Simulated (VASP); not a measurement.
Computed with PBE GGA, VASP's PBE PAW potentials (set 64) (plane waves; VASP 6.6.1).

Input for VASP

**INCAR**
```
SIGMA = 0.05
LWAVE = .TRUE.
EDIFFG = -0.03   # ionic stop
LCHARG = .FALSE.
ENCUT = 400   # plane-wave cut-off (eV)
PREC = Normal
NELMIN = 4
NSW = 60   # most ionic steps
SYSTEM = C33Si32
ALGO = Fast
GGA = PE   # PBE
NELM = 100
IBRION = 2
EDIFF = 1E-5
LASPH = .TRUE.   # aspherical one-centre terms
ISIF = 2
ISMEAR = 0   # Gaussian
ISYM = 0
LREAL = Auto   # projection in real space or not
```

File KPOINTS:
```
Automatic mesh
0
Gamma
1 1 1
0 0 0
```

POSCAR:
```
C33Si32
1.0
  8.7583314356   0.0000000000   0.0000000000
  0.0000000000   8.7583314356   0.0000000000
  0.0000000000   0.0000000000   8.7583314356
Si C
32 33
Cart
  4.3791657178   0.0000000000   0.0000000000
  6.5687485767   2.1895828589   0.0000000000
  6.5687485767   0.0000000000   2.1895828589
  0.0000000000   0.0000000000   0.0000000000
  2.1895828589   2.1895828589   0.0000000000
  4.3791657178   4.3791657178   0.0000000000
  6.5687485767   6.5687485767   0.0000000000
  2.1895828589   0.0000000000   2.1895828589
  4.3994938051   2.2389710899   2.2033159226
  6.5687485767   4.3791657178   2.1895828589
  4.3791657178   0.0000000000   4.3791657178
  6.5687485767   2.1895828589   4.3791657178
  6.5687485767   0.0000000000   6.5687485767
  0.0000000000   4.3791657178   0.0000000000
  2.1895828589   6.5687485767   0.0000000000
  0.0000000000   2.1895828589   2.1895828589
  2.1855014765   4.3835624002   2.1972726739
  4.3791657178   6.5687485767   2.1895828589
  0.0000000000   0.0000000000   4.3791657178
  2.1416309943   2.1505557340   4.3535913900
  4.3581632390   4.3831682753   4.3404101012
  6.5687485767   6.5687485767   4.3791657178
  2.1895828589   0.0000000000   6.5687485767
  4.3791657178   2.1895828589   6.5687485767
  6.5687485767   4.3791657178   6.5687485767
  0.0000000000   6.5687485767   2.1895828589
  0.0000000000   4.3791657178   4.3791657178
  2.1895828589   6.5687485767   4.3791657178
  0.0000000000   2.1895828589   6.5687485767
  2.1895828589   4.3791657178   6.5687485767
  4.3791657178   6.5687485767   6.5687485767
  0.0000000000   6.5687485767   6.5687485767
  5.4739571473   1.0947914295   1.0947914295
  7.6635400062   3.2843742884   1.0947914295
  7.6635400062   1.0947914295   3.2843742884
  1.0947914295   1.0947914295   1.0947914295
  3.3118141407   3.2892701956   1.0604675286
  5.4739571473   5.4739571473   1.0947914295
  7.6635400062   7.6635400062   1.0947914295
  3.3185668143   1.1053890105   3.2798900227
  5.4255761244   3.2481761045   3.2989744269
  7.6635400062   5.4739571473   3.2843742884
  5.4739571473   1.0947914295   5.4739571473
  7.6635400062   3.2843742884   5.4739571473
  7.6635400062   1.0947914295   7.6635400062
  1.0947914295   5.4739571473   1.0947914295
  3.2843742884   7.6635400062   1.0947914295
  1.1015441030   3.2854515631   3.2850486799
  3.2377011401   5.4436620788   3.2605603852
  5.4739571473   7.6635400062   3.2843742884
  1.0947914295   1.0947914295   5.4739571473
  3.3199856640   3.2352225323   5.4362525304
  5.4739571473   5.4739571473   5.4739571473
  7.6635400062   7.6635400062   5.4739571473
  3.2843742884   1.0947914295   7.6635400062
  5.4739571473   3.2843742884   7.6635400062
  7.6635400062   5.4739571473   7.6635400062
  1.0947914295   7.6635400062   3.2843742884
  1.0947914295   5.4739571473   5.4739571473
  3.2843742884   7.6635400062   5.4739571473
  1.0947914295   3.2843742884   7.6635400062
  3.2843742884   5.4739571473   7.6635400062
  5.4739571473   7.6635400062   7.6635400062
  1.0947914295   7.6635400062   7.6635400062
  3.2625047348   3.2662620589   3.3111222326
```

POTCAR, in this order: Si C (PBE.64 set). Program: vasp_gam.

Output of the run:

**OSZICAR**
```
...
RMM:   5    -0.481535040361E+03   -0.35985E-05   -0.41276E-05   232   0.144E-02
  33 F= -.48153504E+03 E0= -.48153504E+03  d E =-.103785E-01
       N       E                     dE             d eps       ncg     rms          rms(c)
DAV:   1    -0.481542297740E+03   -0.72610E-02   -0.15339E+00   326   0.319E+00    0.285E-01
RMM:   2    -0.481543188461E+03   -0.89072E-03   -0.20640E-02   326   0.350E-01    0.149E-01
RMM:   3    -0.481543176032E+03    0.12429E-04   -0.42359E-03   331   0.142E-01    0.719E-02
RMM:   4    -0.481543229630E+03   -0.53598E-04   -0.91559E-04   345   0.608E-02    0.309E-02
RMM:   5    -0.481543239696E+03   -0.10067E-04   -0.11889E-04   319   0.240E-02    0.107E-02
RMM:   6    -0.481543241987E+03   -0.22912E-05   -0.23481E-05   210   0.109E-02
  34 F= -.48154324E+03 E0= -.48154324E+03  d E =-.185802E-01
       N       E                     dE             d eps       ncg     rms          rms(c)
DAV:   1    -0.481550845130E+03   -0.76054E-02   -0.73090E-01   332   0.218E+00    0.252E-01
RMM:   2    -0.481551362921E+03   -0.51779E-03   -0.12073E-02   326   0.254E-01    0.131E-01
RMM:   3    -0.481551258775E+03    0.10415E-03   -0.22159E-03   330   0.101E-01    0.601E-02
RMM:   4    -0.481551275017E+03   -0.16242E-04   -0.56322E-04   344   0.456E-02    0.224E-02
RMM:   5    -0.481551279211E+03   -0.41944E-05   -0.77897E-05   258   0.176E-02
  35 F= -.48155128E+03 E0= -.48155128E+03  d E =-.803722E-02
       N       E                     dE             d eps       ncg     rms          rms(c)
DAV:   1    -0.481552430665E+03   -0.11556E-02   -0.21745E-01   358   0.119E+00    0.138E-01
RMM:   2    -0.481552592163E+03   -0.16150E-03   -0.36814E-03   326   0.140E-01    0.721E-02
RMM:   3    -0.481552561845E+03    0.30318E-04   -0.67722E-04   330   0.559E-02    0.333E-02
RMM:   4    -0.481552567012E+03   -0.51675E-05   -0.17081E-04   323   0.252E-02    0.124E-02
RMM:   5    -0.481552568407E+03   -0.13951E-05   -0.23861E-05   211   0.990E-03
  36 F= -.48155257E+03 E0= -.48155257E+03  d E =-.932642E-02
       N       E                     dE             d eps       ncg     rms          rms(c)
DAV:   1    -0.481558296737E+03   -0.57297E-02   -0.66319E-01   326   0.216E+00    0.191E-01
RMM:   2    -0.481558586384E+03   -0.28965E-03   -0.85301E-03   326   0.228E-01    0.962E-02
RMM:   3    -0.481558573018E+03    0.13366E-04   -0.20001E-03   330   0.950E-02    0.453E-02
RMM:   4    -0.481558605294E+03   -0.32276E-04   -0.45253E-04   347   0.411E-02    0.214E-02
RMM:   5    -0.481558609609E+03   -0.43147E-05   -0.52648E-05   253   0.163E-02
  37 F= -.48155861E+03 E0= -.48155861E+03  d E =-.604120E-02
       N       E                     dE             d eps       ncg     rms          rms(c)
DAV:   1    -0.481560655619E+03   -0.20503E-02   -0.59905E-01   326   0.205E+00    0.181E-01
RMM:   2    -0.481560923236E+03   -0.26762E-03   -0.77562E-03   326   0.218E-01    0.914E-02
RMM:   3    -0.481560914171E+03    0.90648E-05   -0.18219E-03   330   0.907E-02    0.433E-02
RMM:   4    -0.481560943620E+03   -0.29449E-04   -0.41241E-04   347   0.393E-02    0.204E-02
RMM:   5    -0.481560947565E+03   -0.39454E-05   -0.47785E-05   246   0.156E-02
  38 F= -.48156095E+03 E0= -.48156095E+03  d E =-.837916E-02
       N       E                     dE             d eps       ncg     rms          rms(c)
DAV:   1    -0.481561004336E+03   -0.60716E-04   -0.18569E-02   380   0.361E-01    0.318E-02
RMM:   2    -0.481561014059E+03   -0.97229E-05   -0.25331E-04   326   0.394E-02    0.163E-02
RMM:   3    -0.481561014504E+03   -0.44480E-06   -0.60710E-05   271   0.165E-02    0.803E-03
RMM:   4    -0.481561015327E+03   -0.82281E-06   -0.10904E-05   198   0.701E-03
  39 F= -.48156102E+03 E0= -.48156102E+03  d E =-.844692E-02
       N       E                     dE             d eps       ncg     rms          rms(c)
DAV:   1    -0.481563326599E+03   -0.23121E-02   -0.13138E-01   326   0.968E-01    0.913E-02
RMM:   2    -0.481563371820E+03   -0.45221E-04   -0.20470E-03   326   0.113E-01    0.439E-02
RMM:   3    -0.481563362254E+03    0.95661E-05   -0.48493E-04   330   0.470E-02    0.214E-02
RMM:   4    -0.481563368968E+03   -0.67148E-05   -0.10577E-04   338   0.203E-02    0.107E-02
RMM:   5    -0.481563369560E+03   -0.59196E-06   -0.12253E-05   198   0.831E-03
  40 F= -.48156337E+03 E0= -.48156337E+03  d E =-.235423E-02
       N       E                     dE             d eps       ncg     rms          rms(c)
DAV:   1    -0.481564339257E+03   -0.97029E-03   -0.19626E-01   326   0.118E+00    0.112E-01
RMM:   2    -0.481564407358E+03   -0.68101E-04   -0.30706E-03   326   0.138E-01    0.537E-02
RMM:   3    -0.481564393602E+03    0.13756E-04   -0.72798E-04   330   0.577E-02    0.261E-02
RMM:   4    -0.481564403708E+03   -0.10107E-04   -0.15856E-04   345   0.249E-02    0.131E-02
RMM:   5    -0.481564404605E+03   -0.89643E-06   -0.18684E-05   203   0.103E-02
  41 F= -.48156440E+03 E0= -.48156440E+03  d E =-.338928E-02
       N       E                     dE             d eps       ncg     rms          rms(c)
DAV:   1    -0.481565510644E+03   -0.11069E-02   -0.16826E-01   326   0.107E+00    0.122E-01
RMM:   2    -0.481565590850E+03   -0.80206E-04   -0.28381E-03   326   0.125E-01    0.614E-02
RMM:   3    -0.481565563892E+03    0.26957E-04   -0.56636E-04   329   0.518E-02    0.276E-02
RMM:   4    -0.481565569297E+03   -0.54048E-05   -0.14022E-04   325   0.236E-02    0.110E-02
RMM:   5    -0.481565570080E+03   -0.78309E-06   -0.17719E-05   205   0.935E-03
  42 F= -.48156557E+03 E0= -.48156557E+03  d E =-.116548E-02
       N       E                     dE             d eps       ncg     rms          rms(c)
DAV:   1    -0.481565573986E+03   -0.46889E-05   -0.42857E-04   380   0.535E-02    0.628E-03
RMM:   2    -0.481565574353E+03   -0.36738E-06   -0.99308E-06   191   0.741E-03    0.330E-03
RMM:   3    -0.481565574322E+03    0.31898E-07   -0.18159E-06   161   0.302E-03    0.172E-03
RMM:   4    -0.481565574318E+03    0.34634E-08   -0.31629E-07    84   0.167E-03
  43 F= -.48156557E+03 E0= -.48156557E+03  d E =-.116971E-02
       N       E                     dE             d eps       ncg     rms          rms(c)
DAV:   1    -0.481566259694E+03   -0.68537E-03   -0.13431E-01   326   0.972E-01    0.930E-02
RMM:   2    -0.481566305025E+03   -0.45331E-04   -0.23452E-03   326   0.117E-01    0.475E-02
RMM:   3    -0.481566286454E+03    0.18571E-04   -0.49982E-04   330   0.477E-02    0.239E-02
RMM:   4    -0.481566291168E+03   -0.47141E-05   -0.10823E-04   325   0.209E-02    0.119E-02
RMM:   5    -0.481566291680E+03   -0.51182E-06   -0.12943E-05   200   0.837E-03
  44 F= -.48156629E+03 E0= -.48156629E+03  d E =-.717362E-03
       N       E                     dE             d eps       ncg     rms          rms(c)
DAV:   1    -0.481566305432E+03   -0.14264E-04   -0.21625E-03   380   0.124E-01    0.118E-02
RMM:   2    -0.481566306037E+03   -0.60421E-06   -0.34805E-05   226   0.142E-02    0.603E-03
RMM:   3    -0.481566305565E+03    0.47134E-06   -0.61097E-06   184   0.551E-03    0.285E-03
RMM:   4    -0.481566305581E+03   -0.16251E-07   -0.12632E-06   145   0.244E-03
  45 F= -.48156631E+03 E0= -.48156631E+03  d E =-.731263E-03
       N       E                     dE             d eps       ncg     rms          rms(c)
DAV:   1    -0.481566540361E+03   -0.23480E-03   -0.13376E-02   326   0.309E-01    0.309E-02
RMM:   2    -0.481566546070E+03   -0.57093E-05   -0.22952E-04   326   0.374E-02    0.147E-02
RMM:   3    -0.481566545205E+03    0.86503E-06   -0.49943E-05   262   0.155E-02    0.744E-03
RMM:   4    -0.481566545611E+03   -0.40635E-06   -0.87639E-06   195   0.654E-03
  46 F= -.48156655E+03 E0= -.48156655E+03  d E =-.240030E-03
```

File OUTCAR:
```
------------------------ aborting loop because EDIFF is reached ----------------------------------------
  FORCE on cell =-STRESS in cart. coord.  units (eV):
  Direction    XX          YY          ZZ          XY          YZ          ZX
  --------------------------------------------------------------------------------------
  Total       11.2098320     11.2080148      5.2470318      9.4242238      5.4629603      5.4554799
  in kB       26.7328682     26.7285347     12.5129627     22.4746040     13.0279026     13.0100635
  external PRESSURE =      21.9914552 kB  Pullay stress =       0.0000000 kB
  volume of cell :      671.84
      direct lattice vectors                 reciprocal lattice vectors
     8.758331436  0.000000000  0.000000000     0.114176999  0.000000000  0.000000000
     0.000000000  8.758331436  0.000000000     0.000000000  0.114176999  0.000000000
     0.000000000  0.000000000  8.758331436     0.000000000  0.000000000  0.114176999
  FREE ENERGIE OF THE ION-ELECTRON SYSTEM (eV)
  ---------------------------------------------------
  free  energy   TOTEN  =      -481.5665456115 eV

  energy  without entropy=     -481.5665456115  energy(sigma->0) =     -481.56654561

 reached required accuracy - stopping structural energy minimisation
```
(Selected blocks of OUTCAR.)

CONTCAR:
```
C33Si32
   1.00000000000000
     8.7583314356000006    0.0000000000000000    0.0000000000000000
     0.0000000000000000    8.7583314356000006    0.0000000000000000
     0.0000000000000000    0.0000000000000000    8.7583314356000006
  Si              C
    32    33
Direct
     0.5004220580295019    0.9991237162642614    0.9973989990069064
     0.7516875724187412    0.2499499442638982    0.9984712824675052
     0.7492821991096881    0.9994548305975134    0.2462991998599103
     0.9990183280687309    0.9989324235494887    0.9956826269266580
     0.2502804593042083    0.2502103750818244    0.9976744485834856
     0.5010751693842345    0.5009931813647158    0.0005499906591960
     0.7507551544968752    0.7506984018589696    0.9978142564888561
     0.2485319459740476    0.9930137251642900    0.2415814740286289
     0.4987339688466171    0.2509298352866086    0.2492814447959537
     0.7528638280853804    0.5001591060982409    0.2470343270312584
     0.4987845574536234    0.9978097186752168    0.4972290495226460
     0.7508862106220421    0.2508470299344828    0.4975500692403919
     0.7504875804145895    0.9996337154594328    0.7473485283671880
     0.9991306059010798    0.5003522532986920    0.9974476460935774
     0.2500363974766467    0.7516353929909720    0.9984852537047516
     0.9930880647447834    0.2483584020727977    0.2415815192587828
     0.2509711015680314    0.4986795980759169    0.2492639129234747
     0.5003330107529079    0.7527869064127306    0.2469922225144705
     0.9947174720698767    0.9946826086469311    0.4952737262877112
     0.2185354847328294    0.2185377773517521    0.4671929460262312
     0.5104210980458447    0.5103809214741735    0.4916940219094047
     0.7535873197900790    0.7535407137361850    0.4958496213674389
     0.2500046716648828    0.9987561205660067    0.7464781100332119
     0.5099210982449157    0.2482190888060911    0.7615454800388188
     0.7523103483494585    0.5019339265424260    0.7477705258890514
     0.9994939895350211    0.7491837320559391    0.2463732033028626
     0.9978365764021404    0.4987399457280883    0.4972669715100290
     0.2509049578355233    0.7507936436104328    0.4975235098356680
     0.9988114816737974    0.2499176970845139    0.7464982738058418
     0.2482087594372341    0.5099368851856152    0.7615660697959841
     0.5020035818756462    0.7522467461158524    0.7478282651677283
     0.9996640277920460    0.7505041257859919    0.7474006954041327
     0.6243084034582259    0.1257369336287198    0.1224820370470994
     0.8739070126045662    0.3755102549682654    0.1198806518557688
     0.8732124154809302    0.1237356173535706    0.3714455978483174
     0.1237646085934886    0.1236312247787713    0.1206527855954157
     0.3750090668643595    0.3749427506008844    0.1235916967083704
     0.6261527663334021    0.6260290724875955    0.1241644466664095
     0.8752210088858305    0.8751399791058773    0.1219373133179838
     0.3739390846473707    0.1132194469425957    0.3633206622984411
     0.6290526023895362    0.3754472797121085    0.3722799373725917
     0.8761656827713283    0.6257136527580899    0.3720851952468372
     0.6226966780328671    0.1268414506478361    0.6230671988514571
     0.8748979141830669    0.3750025251969509    0.6231135096522741
     0.8748383906891762    0.1251451471540154    0.8716884641563770
     0.1257748528203936    0.6242676936218861    0.1224969281824238
     0.3756754698778515    0.8738331774028292    0.1198303096891910
     0.1132084079343838    0.3739018358568201    0.3633142361430052
     0.3755403821534908    0.6290037249143871    0.3722310576708127
     0.6258445205345110    0.8761652216312121    0.3720254938789002
     0.1181404152810976    0.1180757392890659    0.6220507049977873
     0.4079043385232903    0.4079490944344073    0.6580907710366047
     0.6321339809136438    0.6321077940244914    0.6219534548699848
     0.8748983659612097    0.8748845378966731    0.6224524897999083
     0.3742682397030672    0.1252545590761174    0.8714197678602890
     0.6303532345527785    0.3774616917356304    0.8775955493780825
     0.8759608428637146    0.6261330799500137    0.8729117924645934
     0.1238145518412590    0.8731835600602272    0.3714535078089647
     0.1268389385493616    0.6226814996513748    0.6230666450352934
     0.3750837507005771    0.8748109101424294    0.6231120481279304
     0.1252972020576213    0.3742167101539891    0.8714506486488719
     0.3775346487010611    0.6302961613141820    0.8776250737907909
     0.6261841960905183    0.8759452358833858    0.8729123719054305
     0.1252727171417519    0.8748187156834772    0.8717010082664634
     0.3518222287632423    0.3517332328020683    0.5280929719795602
```

At this cut-off the stress carries a Pulay error, which pulls relaxed volumes low. The supercell is sampled at Γ alone, which is coarse: total energies, pressure and levels can be off, energies of defects by several tenths of an eV.

The cell is a supercell with a defect, built from SiC (zinc blende): C_i. The run is not spin-polarised, so no state with unpaired spins was tried.
